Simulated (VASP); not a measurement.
Computed with optB88-vdW, VASP's PBE PAW potentials (set 64) (plane waves; VASP).

A VASP calculation is set up with these files.

POSCAR:
```
CuAu
1
    2.8609201044     0.0000000000     0.0000000000
    0.0000000000     2.8609201044     0.0000000000
    0.0000000000     0.0000000000     3.5587253616
Cu Au
1 1
Direct
  0.0000000000   0.0000000000   0.0000000000
  0.5000000000   0.5000000000   0.5000000000
```

File KPOINTS:
```
K-points
0
gamma
13 13 10
```

### INCAR
```
# general
SYSTEM  =CuAu
PREC    =Accurate
ENCUT   =520
LREAL   =.FALSE.
LASPH   =.TRUE.

# electronic loop
EDIFF   =1E-7
NELM    =100
ALGO    =Normal
LMAXMIX =6

# smearing
ISMEAR  =1
SIGMA   =0.1

# functional
GGA     =BO
LUSE_VDW=.TRUE.
AGGAC   =0.0
PARAM1  =0.1833333333
PARAM2  =0.22

# ions
IBRION  =2
NSW     =30
ISIF    =4
EDIFFG  =-0.01

# output
LWAVE   =.FALSE.
LCHARG  =.FALSE.
```

POTCAR, in this order: Cu Au (PBE.64 set). Program: vasp_std.

The run wrote:

File OUTCAR:
```
 ion  position               nearest neighbor table
   1  0.000  0.000  0.000-   2 2.69   2 2.69   2 2.69   2 2.69   2 2.69   2 2.69   2 2.69   2 2.69
  LATTYP: Found a simple tetragonal cell.
 ALAT       =     2.8609201044
 C/A-ratio  =     1.2439093829
 Subroutine PRICEL returns:
 Original cell was already a primitive cell.
 Subroutine GETGRP returns: Found 16 space group operations
The static configuration has the point symmetry D_4h.
The dynamic configuration has the point symmetry D_4h.
 Subroutine INISYM returns: Found 16 space group operations
 Subroutine IBZKPT returns following result:
 Found    168 irreducible k-points:

 Following reciprocal coordinates:
            Coordinates               Weight
  0.000000  0.000000  0.000000      1.000000
  0.076923  0.000000  0.000000      4.000000
  0.153846  0.000000  0.000000      4.000000
  0.230769  0.000000  0.000000      4.000000
  0.307692  0.000000  0.000000      4.000000
  0.384615  0.000000  0.000000      4.000000
  0.461538  0.000000  0.000000      4.000000
  0.076923  0.076923  0.000000      4.000000
  0.153846  0.076923  0.000000      8.000000
  0.230769  0.076923  0.000000      8.000000
  0.307692  0.076923  0.000000      8.000000
  0.384615  0.076923  0.000000      8.000000
  0.461538  0.076923  0.000000      8.000000
  0.153846  0.153846  0.000000      4.000000
  0.230769  0.153846  0.000000      8.000000
  0.307692  0.153846  0.000000      8.000000
  0.384615  0.153846  0.000000      8.000000
  0.461538  0.153846  0.000000      8.000000
  0.230769  0.230769  0.000000      4.000000
  0.307692  0.230769  0.000000      8.000000
  0.384615  0.230769  0.000000      8.000000
  0.461538  0.230769  0.000000      8.000000
  0.307692  0.307692  0.000000      4.000000
  0.384615  0.307692  0.000000      8.000000
  0.461538  0.307692  0.000000      8.000000
  0.384615  0.384615  0.000000      4.000000
  0.461538  0.384615  0.000000      8.000000
  0.461538  0.461538  0.000000      4.000000
  0.000000  0.000000  0.100000      2.000000
  0.076923  0.000000  0.100000      8.000000
  0.153846  0.000000  0.100000      8.000000
  0.230769  0.000000  0.100000      8.000000
  0.307692  0.000000  0.100000      8.000000
  0.384615  0.000000  0.100000      8.000000
  0.461538  0.000000  0.100000      8.000000
  0.076923  0.076923  0.100000      8.000000
  0.153846  0.076923  0.100000     16.000000
  0.230769  0.076923  0.100000     16.000000
  0.307692  0.076923  0.100000     16.000000
  0.384615  0.076923  0.100000     16.000000
   k-points           NKPTS =    168   k-points in BZ     NKDIM =    168   number of bands    NBANDS=     15
   number of dos      NEDOS =    301   number of ions     NIONS =      2
   total plane-waves  NPLWV =  16128
   dimension x,y,z NGX =    24 NGY =   24 NGZ =   28
   dimension x,y,z NGXF=    48 NGYF=   48 NGZF=   56
   ions per type =               1   1
   PREC   = accura    normal or accurate (medium, high low for compatibility)
   ISTART =      0    job   : 0-new  1-cont  2-samecut
   ICHARG =      2    charge: 1-file 2-atom 10-const
   ISPIN  =      1    spin polarized calculation?
   LNONCOLLINEAR =      F non collinear calculations
   LSORBIT =      F    spin-orbit coupling
   INIWAV =      1    electr: 0-lowe 1-rand  2-diag
   ENCUT  =  520.0 eV  38.22 Ry    6.18 a.u.   5.32  5.32  6.62*2*pi/ulx,y,z
   NELM   =    100;   NELMIN=  2; NELMDL= -5     # of ELM steps
   EDIFF  = 0.1E-06   stopping-criterion for ELM
   LREAL  =      F    real-space projection
   NLSPLINE    = F    spline interpolate recip. space projectors
   LMAXMIX     =    6 max onsite mixed and CHGCAR
...
```

### OSZICAR
```
       N       E                     dE             d eps       ncg     rms          rms(c)
DAV:   1     0.140114442116E+03    0.14011E+03   -0.11435E+04  5231   0.209E+03
DAV:   2     0.280346607877E+01   -0.13731E+03   -0.13105E+03  5145   0.339E+02
DAV:   3    -0.222167401509E+01   -0.50251E+01   -0.49372E+01  6330   0.754E+01
DAV:   4    -0.227501311123E+01   -0.53339E-01   -0.53313E-01  5658   0.660E+00
DAV:   5    -0.227659332231E+01   -0.15802E-02   -0.15802E-02  7538   0.127E+00    0.108E+01
DAV:   6    -0.175150389543E+01    0.52509E+00   -0.65282E+00  5215   0.754E+01    0.505E+00
DAV:   7    -0.148741666931E+01    0.26409E+00   -0.26876E+00  6064   0.816E+01    0.547E+00
DAV:   8    -0.142425231020E+01    0.63164E-01   -0.24576E-01  6378   0.147E+01    0.268E+00
DAV:   9    -0.141751433469E+01    0.67380E-02   -0.27563E-02  7750   0.386E+00    0.262E-01
DAV:  10    -0.141689621467E+01    0.61812E-03   -0.47222E-03  7185   0.934E-01    0.947E-02
DAV:  11    -0.141689997839E+01   -0.37637E-05   -0.91974E-05  7039   0.149E-01    0.347E-02
DAV:  12    -0.141689520927E+01    0.47691E-05   -0.76199E-06  8012   0.694E-02    0.346E-03
DAV:  13    -0.141689505180E+01    0.15747E-06   -0.10508E-06  7230   0.346E-02    0.193E-03
DAV:  14    -0.141689502861E+01    0.23190E-07   -0.24420E-07  3566   0.159E-02
   1 F= -.14168950E+01 E0= -.14170187E+01  d E =-.141690E+01
       N       E                     dE             d eps       ncg     rms          rms(c)
DAV:   1    -0.141722530133E+01   -0.33025E-03   -0.13314E-02  5453   0.110E+00    0.104E-01
DAV:   2    -0.141706760974E+01    0.15769E-03   -0.19549E-04  7370   0.353E-01    0.608E-02
DAV:   3    -0.141700895883E+01    0.58651E-04   -0.20167E-04  6579   0.495E-01    0.389E-02
DAV:   4    -0.141698737247E+01    0.21586E-04   -0.95628E-05  6231   0.352E-01    0.783E-03
DAV:   5    -0.141698755626E+01   -0.18379E-06   -0.33137E-06  5457   0.188E-02    0.468E-03
DAV:   6    -0.141698754391E+01    0.12348E-07   -0.27779E-07  4821   0.144E-02
   2 F= -.14169875E+01 E0= -.14171233E+01  d E =-.925153E-04
       N       E                     dE             d eps       ncg     rms          rms(c)
DAV:   1    -0.141939985022E+01   -0.24123E-02   -0.12008E-01  5411   0.332E+00    0.311E-01
DAV:   2    -0.141798485980E+01    0.14150E-02   -0.17497E-03  7375   0.106E+00    0.182E-01
DAV:   3    -0.141745453385E+01    0.53033E-03   -0.18020E-03  6581   0.148E+00    0.116E-01
DAV:   4    -0.141726312513E+01    0.19141E-03   -0.84803E-04  6195   0.106E+00    0.233E-02
DAV:   5    -0.141726482050E+01   -0.16954E-05   -0.29848E-05  5435   0.553E-02    0.141E-02
DAV:   6    -0.141726474902E+01    0.71480E-07   -0.28260E-06  7493   0.430E-02    0.275E-03
DAV:   7    -0.141726464300E+01    0.10602E-06   -0.43157E-07  4772   0.229E-02    0.923E-04
DAV:   8    -0.141726464823E+01   -0.52319E-08   -0.68137E-08  2822   0.320E-03
   3 F= -.14172646E+01 E0= -.14174131E+01  d E =-.369620E-03
       N       E                     dE             d eps       ncg     rms          rms(c)
DAV:   1    -0.142644100497E+01   -0.91764E-02   -0.48268E-01  5411   0.666E+00    0.620E-01
DAV:   2    -0.142081105464E+01    0.56300E-02   -0.69392E-03  7331   0.211E+00    0.364E-01
DAV:   3    -0.141866148601E+01    0.21496E-02   -0.71005E-03  6599   0.292E+00    0.229E-01
DAV:   4    -0.141791217104E+01    0.74931E-03   -0.33032E-03  6103   0.211E+00    0.458E-02
DAV:   5    -0.141791982585E+01   -0.76548E-05   -0.12115E-04  5431   0.108E-01    0.282E-02
DAV:   6    -0.141791967938E+01    0.14647E-06   -0.11688E-05  7479   0.873E-02    0.578E-03
DAV:   7    -0.141791921460E+01    0.46478E-06   -0.19319E-06  7549   0.437E-02    0.199E-03
DAV:   8    -0.141791921266E+01    0.19486E-08   -0.73560E-08  3012   0.778E-03
   4 F= -.14179192E+01 E0= -.14181079E+01  d E =-.102418E-02
       N       E                     dE             d eps       ncg     rms          rms(c)
DAV:   1    -0.145366910488E+01   -0.35750E-01   -0.19509E+00  5383   0.134E+01    0.125E+00
DAV:   2    -0.143057788797E+01    0.23091E-01   -0.27543E-02  7342   0.420E+00    0.741E-01
DAV:   3    -0.142166091138E+01    0.89170E-02   -0.30631E-02  6627   0.606E+00    0.481E-01
DAV:   4    -0.141842639722E+01    0.32345E-02   -0.13915E-02  6112   0.443E+00    0.965E-02
DAV:   5    -0.141845550702E+01   -0.29110E-04   -0.53101E-04  5714   0.237E-01    0.603E-02
DAV:   6    -0.141845501216E+01    0.49486E-06   -0.52787E-05  7348   0.204E-01    0.134E-02
DAV:   7    -0.141845292623E+01    0.20859E-05   -0.91969E-06  7567   0.104E-01    0.459E-03
DAV:   8    -0.141845291968E+01    0.65506E-08   -0.43235E-07  5715   0.159E-02
   5 F= -.14184529E+01 E0= -.14184280E+01  d E =-.155789E-02
```

### OUTCAR
```
------------------------ aborting loop because EDIFF is reached ----------------------------------------
  FORCE on cell =-STRESS in cart. coord.  units (eV):
  Direction    XX          YY          ZZ          XY          YZ          ZX
  --------------------------------------------------------------------------------------
  Total        0.8430092      0.8430092      0.8622543      0.0000000     -0.0000000      0.0000000
  in kB       46.3699834     46.3699834     47.4285687      0.0000000     -0.0000000      0.0000000
  external PRESSURE =      46.7228452 kB  Pullay stress =       0.0000000 kB
  volume of cell :       29.13
      direct lattice vectors                 reciprocal lattice vectors
     2.899956673  0.000000000 -0.000000000     0.344832738  0.000000000  0.000000000
     0.000000000  2.899956673 -0.000000000    -0.000000000  0.344832738 -0.000000000
    -0.000000000  0.000000000  3.463561584     0.000000000  0.000000000  0.288720144
 POSITION                                       TOTAL-FORCE (eV/Angst)
 -----------------------------------------------------------------------------------
      0.00000      0.00000      0.00000         0.000000     -0.000000      0.000000
      1.44998      1.44998      1.73178        -0.000000      0.000000      0.000000
 -----------------------------------------------------------------------------------
    total drift:                                0.000000      0.000000     -0.000000
  FREE ENERGIE OF THE ION-ELECTRON SYSTEM (eV)
  ---------------------------------------------------
  free  energy   TOTEN  =        -1.4184529197 eV

  energy  without entropy=       -1.4183782799  energy(sigma->0) =       -1.41842804

 reached required accuracy - stopping structural energy minimisation
```
(Selected blocks of OUTCAR.)

File CONTCAR:
```
CuAu
   1.00000000000000
     2.8999566726188406    0.0000000000000000   -0.0000000000000001
     0.0000000000000000    2.8999566726188406   -0.0000000000000003
    -0.0000000000000001    0.0000000000000002    3.4635615843563552
  Cu              Au
     1     1
Direct
     0.0000000000000000    0.0000000000000000    0.0000000000000000
     0.5000000000000000    0.5000000000000000    0.5000000000000000
```

The compound is CuAu in the L1_0 structure. This cell is one point of a volume scan, at 0.97 of the reference volume. Symmetry was kept, so distortions that lower it aren't found.
